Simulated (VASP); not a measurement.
Wanted: the native input for a VASP 6.6.1 run.

```
Task                   : relaxation of cell and atoms
Functional             : LDA
Potentials or basis    : VASP PAW LDA potentials, release 64 (Sn_d, As)
Cutoff                 : 520 eV
k mesh                 : 12 × 12 × 12
Occupations            : gaussian, width 0.1 eV
Spin                   : no spin polarisation
Further INCAR settings : ALGO = Normal; EDIFF = 1e-07; IBRION = 2; EDIFFG = -0.002; NSW = 80; ISIF = 3
```

The structure of SnAs lies in POSCAR:

```
SnAs                                    
1.0
    0.0000000000      2.8367225901      2.8367225901
    2.8367225901     -0.0000000000      2.8367225901
    2.8367225901      2.8367225901      0.0000000000
  Sn              As            
     1     1
Direct
     0.0000000000000000    0.0000000000000000    0.0000000000000000
     0.5000000000000000    0.5000000000000000    0.5000000000000000
```

One way to write it, as run:

INCAR

```
ALGO = Normal
EDIFF = 1E-7
EDIFFG = -0.002
ENCUT = 520
IBRION = 2
ISIF = 3
ISMEAR = 0
LASPH = T
LCHARG = F
LREAL = F
LWAVE = F
NELM = 80
NSW = 80
PREC = Accurate
SIGMA = 0.1
```

KPOINTS

```
k-points
0
Gamma
  12 12 12
```

Potentials or basis: VASP PAW LDA potentials, release 64 (Sn_d, As).

The run is started by

```bash
$ cat potpaw_LDA.64/Sn_d/POTCAR potpaw_LDA.64/As/POTCAR > POTCAR
$ mpirun -np 1 vasp_std > vasp.out
```

It gave:

```
Relaxed volume                         : 22.82 Å³/atom
Relaxed cell                           : a = 4.012 Å, b = 4.012 Å, c = 4.012 Å, α = 60.00°, β = 60.00°, γ = 60.00°
Space group after relaxing (to 0.05 Å) : Fm-3m (No. 225)
Energy gained by relaxing              : 0.0 meV/atom
Ionic steps                            : 3
Pressure after relaxing                : 0.0 GPa
Band gap on the k mesh                 : none (metal or under the smearing width)
```

Wall time 67 s on 1 thread of Intel(R) Xeon(R) Platinum 8488C (Sapphire Rapids), on a shared host, peak memory 0.18 GiB.
